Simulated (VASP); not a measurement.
All values below come from PBE GGA, VASP's PBE PAW potentials (set 64) (plane waves; VASP 6.6.1).

The input files of a VASP run:

### INCAR
```
! general
SYSTEM  =  CaF2
PREC    =  Accurate
ENCUT   =  520
LREAL   =  F   ! projection in real space or not
LASPH   =  T   ! aspherical one-centre terms

! electronic loop
EDIFF   =  1E-6   ! SCF stop (eV)
NELM    =  100
ALGO    =  Normal   ! blocked Davidson
IMIX    =  1
AMIX    =  0.05
BMIX    =  3.0

! smearing
ISMEAR  =  0   ! Gaussian
SIGMA   =  0.05

! functional
GGA     =  PE

! ions
ISIF    =  2

! output
LWAVE   =  F
LCHARG  =  F
```

### POSCAR
```
CaF2
1.0
  0.0000000000   2.7846000000   2.7846000000
  2.7846000000   0.0000000000   2.7846000000
  2.7846000000   2.7846000000   0.0000000000
Ca F
1 2
direct
  0.0000000000   0.0000000000   0.0000000000
  0.2500000000   0.2500000000   0.2500000000
  0.7500000000   0.7500000000   0.7500000000
```

### KPOINTS
```
Automatic
0
G
 6 6 6
```

POTCAR, in this order: Ca_sv F (PBE.64 set). Program: vasp_std.

Output of the run:

OUTCAR:
```
 ion  position               nearest neighbor table
   1  0.000  0.000  0.000-   3 2.41   3 2.41   2 2.41   2 2.41   3 2.41   2 2.41   3 2.41   2 2.41
  LATTYP: Found a face centered cubic cell.
 ALAT       =     5.5692000000
 Subroutine PRICEL returns:
 Original cell was already a primitive cell.
 Subroutine GETGRP returns: Found 48 space group operations
The static configuration has the point symmetry O_h .
The dynamic configuration has the point symmetry O_h .
 Subroutine INISYM returns: Found 48 space group operations
 Subroutine IBZKPT returns following result:
 Found     16 irreducible k-points:

 Following reciprocal coordinates:
            Coordinates               Weight
  0.000000  0.000000  0.000000      1.000000
  0.166667  0.000000  0.000000      8.000000
  0.333333  0.000000  0.000000      8.000000
  0.500000  0.000000  0.000000      4.000000
  0.166667  0.166667  0.000000      6.000000
  0.333333  0.166667  0.000000     24.000000
  0.500000  0.166667  0.000000     24.000000
 -0.333333  0.166667  0.000000     24.000000
 -0.166667  0.166667  0.000000     12.000000
  0.333333  0.333333  0.000000      6.000000
  0.500000  0.333333  0.000000     24.000000
 -0.333333  0.333333  0.000000     12.000000
  0.500000  0.500000  0.000000      3.000000
  0.500000  0.333333  0.166667     24.000000
 -0.333333  0.333333  0.166667     24.000000
 -0.333333  0.500000  0.166667     12.000000
   k-points           NKPTS =     16   k-points in BZ     NKDIM =     16   number of bands    NBANDS=     16
   number of dos      NEDOS =    301   number of ions     NIONS =      3
   total plane-waves  NPLWV =  27000
   dimension x,y,z NGX =    30 NGY =   30 NGZ =   30
   dimension x,y,z NGXF=    60 NGYF=   60 NGZF=   60
   ions per type =               1   2
   PREC   = accura    normal or accurate (medium, high low for compatibility)
   ISTART =      0    job   : 0-new  1-cont  2-samecut
   ICHARG =      2    charge: 1-file 2-atom 10-const
   ISPIN  =      1    spin polarized calculation?
   LNONCOLLINEAR =      F non collinear calculations
   LSORBIT =      F    spin-orbit coupling
   INIWAV =      1    electr: 0-lowe 1-rand  2-diag
   ENCUT  =  520.0 eV  38.22 Ry    6.18 a.u.   7.32  7.32  7.32*2*pi/ulx,y,z
   NELM   =    100;   NELMIN=  2; NELMDL= -5     # of ELM steps
   EDIFF  = 0.1E-05   stopping-criterion for ELM
   LREAL  =      F    real-space projection
   NLSPLINE    = F    spline interpolate recip. space projectors
   LMAXMIX     =    2 max onsite mixed and CHGCAR
   VOSKOWN=      0    Vosko Wilk Nusair interpolation
   EDIFFG = 0.1E-04   stopping-criterion for IOM
   NSW    =      0    number of steps for IOM
   NBLOCK =      1;   KBLOCK =      1    inner block; outer block
   IBRION =     -1    ionic relax: 0-MD 1-quasi-New 2-CG
   NFREE  =      0    steps in history (QN), initial steepest desc. (CG)
   ISIF   =      2    stress and relaxation
   ISYM   =      2    0-nonsym 1-usesym 2-fastsym
   TEIN   =    0.0    initial temperature
   TEBEG  =    0.0;   TEEND  =   0.0 temperature during run
   SMASS  =  -3.00    Nose mass-parameter (am)
   PSTRESS=    0.0 pullay stress
   NELECT =      24.0000    total number of electrons
   EFERMI =   0.00;   METHOD = LEGACY
   ISMEAR =     0;   SIGMA  =   0.05  broadening in eV -4-tet -1-fermi 0-gaus
   IALGO  =     38    algorithm
   LDIAG  =      T    sub-space diagonalisation (order eigenvalues)
   IMIX   =      1    mixing-type and parameters
     AMIX     =   0.05;   BMIX     =  3.00
     AMIX_MAG =   0.20;   BMIX_MAG =  3.00
     AMIN     =   0.05
   GGA     = PE    functional components
   VOSKOWN =     0    Vosko Wilk Nusair interpolation
   LHFCALC =     F    Hartree Fock is set to
   LHFONE  =     F    Hartree Fock one center treatment
...
```

OSZICAR:
```
...
DAV:  12    -0.178332681436E+02    0.71183E-01   -0.15020E-02   536   0.856E-01    0.506E+00
DAV:  13    -0.177717232809E+02    0.61545E-01   -0.12740E-02   552   0.789E-01    0.476E+00
DAV:  14    -0.177183717063E+02    0.53352E-01   -0.10780E-02   528   0.725E-01    0.449E+00
DAV:  15    -0.176719991447E+02    0.46373E-01   -0.91679E-03   568   0.667E-01    0.425E+00
DAV:  16    -0.176315752917E+02    0.40424E-01   -0.77441E-03   552   0.614E-01    0.402E+00
DAV:  17    -0.175962334602E+02    0.35342E-01   -0.65888E-03   568   0.566E-01    0.381E+00
DAV:  18    -0.175652423016E+02    0.30991E-01   -0.55851E-03   544   0.522E-01    0.362E+00
DAV:  19    -0.175379842699E+02    0.27258E-01   -0.47626E-03   584   0.482E-01    0.345E+00
DAV:  20    -0.175139364127E+02    0.24048E-01   -0.40431E-03   552   0.446E-01    0.328E+00
DAV:  21    -0.174926581869E+02    0.21278E-01   -0.34642E-03   592   0.412E-01    0.313E+00
DAV:  22    -0.174737765495E+02    0.18882E-01   -0.29511E-03   568   0.382E-01    0.299E+00
DAV:  23    -0.174569732109E+02    0.16803E-01   -0.25389E-03   616   0.354E-01    0.286E+00
DAV:  24    -0.174419758545E+02    0.14997E-01   -0.21520E-03   568   0.329E-01    0.274E+00
DAV:  25    -0.174285590420E+02    0.13417E-01   -0.18870E-03   632   0.306E-01    0.263E+00
DAV:  26    -0.174165270584E+02    0.12032E-01   -0.16086E-03   616   0.285E-01    0.252E+00
DAV:  27    -0.174057094125E+02    0.10818E-01   -0.13928E-03   656   0.267E-01    0.242E+00
DAV:  28    -0.173959649559E+02    0.97445E-02   -0.11999E-03   616   0.250E-01    0.232E+00
DAV:  29    -0.173871731216E+02    0.87918E-02   -0.10639E-03   672   0.233E-01    0.223E+00
DAV:  30    -0.173792241852E+02    0.79489E-02   -0.88385E-04   608   0.219E-01    0.215E+00
DAV:  31    -0.173720290321E+02    0.71952E-02   -0.81399E-04   680   0.207E-01    0.207E+00
DAV:  32    -0.173655076613E+02    0.65214E-02   -0.67290E-04   648   0.193E-01    0.200E+00
DAV:  33    -0.173595899790E+02    0.59177E-02   -0.62063E-04   696   0.184E-01    0.192E+00
DAV:  34    -0.173542160105E+02    0.53740E-02   -0.51647E-04   664   0.173E-01    0.186E+00
DAV:  35    -0.173493335383E+02    0.48825E-02   -0.49065E-04   704   0.166E-01    0.179E+00
DAV:  36    -0.173448957721E+02    0.44378E-02   -0.40224E-04   680   0.155E-01    0.173E+00
DAV:  37    -0.173408608902E+02    0.40349E-02   -0.37825E-04   696   0.150E-01    0.167E+00
DAV:  38    -0.173371932307E+02    0.36677E-02   -0.32509E-04   696   0.142E-01    0.161E+00
DAV:  39    -0.173338602861E+02    0.33329E-02   -0.30235E-04   712   0.137E-01    0.156E+00
DAV:  40    -0.173308330679E+02    0.30272E-02   -0.25809E-04   696   0.129E-01    0.151E+00
DAV:  41    -0.173280853387E+02    0.27477E-02   -0.24229E-04   712   0.126E-01    0.146E+00
DAV:  42    -0.173255945011E+02    0.24908E-02   -0.21562E-04   720   0.119E-01    0.141E+00
DAV:  43    -0.173233389693E+02    0.22555E-02   -0.19171E-04   704   0.115E-01    0.137E+00
DAV:  44    -0.173212997835E+02    0.20392E-02   -0.17769E-04   728   0.111E-01    0.132E+00
DAV:  45    -0.173194598454E+02    0.18399E-02   -0.16023E-04   720   0.107E-01    0.128E+00
DAV:  46    -0.173178032755E+02    0.16566E-02   -0.14569E-04   720   0.103E-01    0.124E+00
DAV:  47    -0.173163157965E+02    0.14875E-02   -0.13571E-04   744   0.994E-02    0.120E+00
DAV:  48    -0.173149842350E+02    0.13316E-02   -0.12163E-04   720   0.954E-02    0.116E+00
DAV:  49    -0.173137965595E+02    0.11877E-02   -0.11475E-04   752   0.928E-02    0.113E+00
DAV:  50    -0.173127417479E+02    0.10548E-02   -0.10357E-04   744   0.892E-02    0.109E+00
DAV:  51    -0.173118095751E+02    0.93217E-03   -0.97581E-05   760   0.866E-02    0.106E+00
DAV:  52    -0.173109906846E+02    0.81889E-03   -0.87833E-05   728   0.835E-02    0.103E+00
DAV:  53    -0.173102763641E+02    0.71432E-03   -0.83977E-05   760   0.815E-02    0.998E-01
DAV:  54    -0.173096586384E+02    0.61773E-03   -0.76221E-05   760   0.788E-02    0.969E-01
DAV:  55    -0.173091300463E+02    0.52859E-03   -0.72639E-05   760   0.767E-02    0.940E-01
DAV:  56    -0.173086837816E+02    0.44626E-03   -0.66205E-05   752   0.742E-02    0.913E-01
DAV:  57    -0.173083133980E+02    0.37038E-03   -0.63002E-05   752   0.722E-02    0.887E-01
DAV:  58    -0.173080129892E+02    0.30041E-03   -0.57995E-05   744   0.701E-02    0.861E-01
DAV:  59    -0.173077770608E+02    0.23593E-03   -0.55278E-05   752   0.682E-02    0.837E-01
DAV:  60    -0.173076005225E+02    0.17654E-03   -0.50970E-05   760   0.662E-02    0.813E-01
DAV:  61    -0.173074785937E+02    0.12193E-03   -0.48509E-05   768   0.645E-02    0.791E-01
DAV:  62    -0.173074068728E+02    0.71721E-04   -0.44946E-05   776   0.627E-02    0.769E-01
DAV:  63    -0.173073812353E+02    0.25638E-04   -0.42825E-05   776   0.610E-02    0.748E-01
DAV:  64    -0.173073978666E+02   -0.16631E-04   -0.39821E-05   776   0.594E-02    0.727E-01
DAV:  65    -0.173074532028E+02   -0.55336E-04   -0.38036E-05   784   0.579E-02    0.708E-01
DAV:  66    -0.173075439368E+02   -0.90734E-04   -0.35320E-05   784   0.563E-02    0.689E-01
DAV:  67    -0.173076669784E+02   -0.12304E-03   -0.33813E-05   776   0.549E-02    0.670E-01
DAV:  68    -0.173078194715E+02   -0.15249E-03   -0.31498E-05   776   0.534E-02    0.653E-01
DAV:  69    -0.173079987512E+02   -0.17928E-03   -0.30170E-05   792   0.521E-02    0.636E-01
DAV:  70    -0.173082023344E+02   -0.20358E-03   -0.28067E-05   792   0.506E-02    0.619E-01
DAV:  71    -0.173084279127E+02   -0.22558E-03   -0.26890E-05   792   0.494E-02    0.603E-01
DAV:  72    -0.173086733499E+02   -0.24544E-03   -0.25068E-05   792   0.480E-02    0.588E-01
DAV:  73    -0.173089366448E+02   -0.26329E-03   -0.24060E-05   800   0.468E-02    0.573E-01
DAV:  74    -0.173092159519E+02   -0.27931E-03   -0.22427E-05   792   0.455E-02    0.558E-01
DAV:  75    -0.173095095446E+02   -0.29359E-03   -0.21560E-05   792   0.443E-02    0.544E-01
DAV:  76    -0.173098158367E+02   -0.30629E-03   -0.20119E-05   792   0.431E-02    0.531E-01
DAV:  77    -0.173101333380E+02   -0.31750E-03   -0.19332E-05   792   0.420E-02    0.518E-01
DAV:  78    -0.173104606830E+02   -0.32735E-03   -0.18071E-05   792   0.408E-02    0.505E-01
DAV:  79    -0.173107965916E+02   -0.33591E-03   -0.17367E-05   792   0.398E-02    0.493E-01
DAV:  80    -0.173111398913E+02   -0.34330E-03   -0.16257E-05   792   0.387E-02    0.481E-01
DAV:  81    -0.173114894841E+02   -0.34959E-03   -0.15625E-05   792   0.377E-02    0.470E-01
DAV:  82    -0.173118443662E+02   -0.35488E-03   -0.14645E-05   792   0.367E-02    0.459E-01
DAV:  83    -0.173122035989E+02   -0.35923E-03   -0.14080E-05   792   0.357E-02    0.448E-01
DAV:  84    -0.173125663260E+02   -0.36273E-03   -0.13221E-05   800   0.348E-02    0.437E-01
DAV:  85    -0.173129317459E+02   -0.36542E-03   -0.12703E-05   800   0.339E-02    0.427E-01
DAV:  86    -0.173132991308E+02   -0.36738E-03   -0.11938E-05   800   0.330E-02    0.417E-01
DAV:  87    -0.173136677969E+02   -0.36867E-03   -0.11445E-05   784   0.321E-02    0.408E-01
DAV:  88    -0.173140371273E+02   -0.36933E-03   -0.10869E-05   792   0.313E-02    0.399E-01
DAV:  89    -0.173144065435E+02   -0.36942E-03   -0.10389E-05   776   0.305E-02    0.390E-01
DAV:  90    -0.173147755293E+02   -0.36899E-03   -0.10018E-05   784   0.297E-02    0.381E-01
DAV:  91    -0.173151436069E+02   -0.36808E-03   -0.94454E-06   776   0.289E-02    0.372E-01
DAV:  92    -0.173155103354E+02   -0.36673E-03   -0.91014E-06   768   0.282E-02    0.364E-01
DAV:  93    -0.173158753135E+02   -0.36498E-03   -0.85453E-06   768   0.274E-02    0.356E-01
DAV:  94    -0.173162381720E+02   -0.36286E-03   -0.83819E-06   760   0.268E-02    0.348E-01
DAV:  95    -0.173165985807E+02   -0.36041E-03   -0.77549E-06   752   0.260E-02    0.341E-01
DAV:  96    -0.173169562336E+02   -0.35765E-03   -0.77546E-06   736   0.255E-02    0.333E-01
DAV:  97    -0.173173108661E+02   -0.35463E-03   -0.71422E-06   760   0.247E-02    0.326E-01
DAV:  98    -0.173176622245E+02   -0.35136E-03   -0.70920E-06   736   0.243E-02    0.319E-01
DAV:  99    -0.173180100877E+02   -0.34786E-03   -0.64617E-06   736   0.235E-02    0.312E-01
DAV: 100    -0.173183542494E+02   -0.34416E-03   -0.66838E-06   736   0.231E-02
   1 F= -.17318354E+02 E0= -.17318354E+02  d E =-.130481E-14
```

**OUTCAR**
```
------------------------ aborting loop EDIFF was not reached (unconverged)  ----------------------------
  FORCE on cell =-STRESS in cart. coord.  units (eV):
  Direction    XX          YY          ZZ          XY          YZ          ZX
  --------------------------------------------------------------------------------------
  Total       -0.2049184     -0.2049184     -0.2049184      0.0000000      0.0000000      0.0000000
  in kB       -7.6027926     -7.6027926     -7.6027926      0.0000000      0.0000000      0.0000000
  external PRESSURE =      -7.6027926 kB  Pullay stress =       0.0000000 kB
  volume of cell :       43.18
      direct lattice vectors                 reciprocal lattice vectors
     0.000000000  2.784600000  2.784600000    -0.179559003  0.179559003  0.179559003
     2.784600000  0.000000000  2.784600000     0.179559003 -0.179559003  0.179559003
     2.784600000  2.784600000  0.000000000     0.179559003  0.179559003 -0.179559003
 POSITION                                       TOTAL-FORCE (eV/Angst)
 -----------------------------------------------------------------------------------
      0.00000      0.00000      0.00000         0.000000      0.000000     -0.000000
      1.39230      1.39230      1.39230         0.000000     -0.000000      0.000000
      4.17690      4.17690      4.17690        -0.000000      0.000000     -0.000000
 -----------------------------------------------------------------------------------
    total drift:                               -0.000000     -0.000000      0.000000
  FREE ENERGIE OF THE ION-ELECTRON SYSTEM (eV)
  ---------------------------------------------------
  free  energy   TOTEN  =       -17.3183542494 eV

  energy  without entropy=      -17.3183542494  energy(sigma->0) =      -17.31835425
```
(Selected blocks of OUTCAR.)

stdout:
```
...
DAV:  81    -0.173114894841E+02   -0.34959E-03   -0.15625E-05   792   0.377E-02    0.470E-01
DAV:  82    -0.173118443662E+02   -0.35488E-03   -0.14645E-05   792   0.367E-02    0.459E-01
DAV:  83    -0.173122035989E+02   -0.35923E-03   -0.14080E-05   792   0.357E-02    0.448E-01
DAV:  84    -0.173125663260E+02   -0.36273E-03   -0.13221E-05   800   0.348E-02    0.437E-01
DAV:  85    -0.173129317459E+02   -0.36542E-03   -0.12703E-05   800   0.339E-02    0.427E-01
DAV:  86    -0.173132991308E+02   -0.36738E-03   -0.11938E-05   800   0.330E-02    0.417E-01
DAV:  87    -0.173136677969E+02   -0.36867E-03   -0.11445E-05   784   0.321E-02    0.408E-01
DAV:  88    -0.173140371273E+02   -0.36933E-03   -0.10869E-05   792   0.313E-02    0.399E-01
DAV:  89    -0.173144065435E+02   -0.36942E-03   -0.10389E-05   776   0.305E-02    0.390E-01
DAV:  90    -0.173147755293E+02   -0.36899E-03   -0.10018E-05   784   0.297E-02    0.381E-01
DAV:  91    -0.173151436069E+02   -0.36808E-03   -0.94454E-06   776   0.289E-02    0.372E-01
DAV:  92    -0.173155103354E+02   -0.36673E-03   -0.91014E-06   768   0.282E-02    0.364E-01
DAV:  93    -0.173158753135E+02   -0.36498E-03   -0.85453E-06   768   0.274E-02    0.356E-01
DAV:  94    -0.173162381720E+02   -0.36286E-03   -0.83819E-06   760   0.268E-02    0.348E-01
DAV:  95    -0.173165985807E+02   -0.36041E-03   -0.77549E-06   752   0.260E-02    0.341E-01
DAV:  96    -0.173169562336E+02   -0.35765E-03   -0.77546E-06   736   0.255E-02    0.333E-01
DAV:  97    -0.173173108661E+02   -0.35463E-03   -0.71422E-06   760   0.247E-02    0.326E-01
DAV:  98    -0.173176622245E+02   -0.35136E-03   -0.70920E-06   736   0.243E-02    0.319E-01
DAV:  99    -0.173180100877E+02   -0.34786E-03   -0.64617E-06   736   0.235E-02    0.312E-01
DAV: 100    -0.173183542494E+02   -0.34416E-03   -0.66838E-06   736   0.231E-02

 -----------------------------------------------------------------------------
|                                                                             |
|           W    W    AA    RRRRR   N    N  II  N    N   GGGG   !!!           |
|           W    W   A  A   R    R  NN   N  II  NN   N  G    G  !!!           |
|           W    W  A    A  R    R  N N  N  II  N N  N  G       !!!           |
|           W WW W  AAAAAA  RRRRR   N  N N  II  N  N N  G  GGG   !            |
|           WW  WW  A    A  R   R   N   NN  II  N   NN  G    G                |
|           W    W  A    A  R    R  N    N  II  N    N   GGGG   !!!           |
|                                                                             |
|     The electronic self-consistency was not achieved in the given           |
|     number of steps (NELM). The forces and other quantities evaluated       |
|     might not be reliable so examine the results carefully. If you find     |
|     spurious results, we suggest increasing NELM, if you were close to      |
|     convergence or switching to a different ALGO or adjusting the           |
|     density mixing parameters otherwise.                                    |
|                                                                             |
 -----------------------------------------------------------------------------

   1 F= -.17318354E+02 E0= -.17318354E+02  d E =-.130481E-14
```

The run did not converge; its last values are not results.

The compound is CaF2 in the fluorite structure. The cell was not relaxed at this level. The run is one of a series of settings (AMIX = 0.05, BMIX = 3.0, IMIX = 1 against the base run), some of them coarse on purpose.
